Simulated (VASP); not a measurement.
These are LDA (Ceperley-Alder, Perdew-Zunger), VASP's LDA PAW potentials (set 64) (plane waves; VASP) values and carry that method's errors. Each cell was relaxed at this level.

Which of these has an unstable (imaginary) mode at Γ?
(A) BN, F-43m (216)
(B) BN, P6_3mc (186)
(C) C, C2/m (12)
(D) GeSe, Fm-3m (225)

D, GeSe, Fm-3m (225). Its optical Γ-point modes are 67i (×3) cm⁻¹.
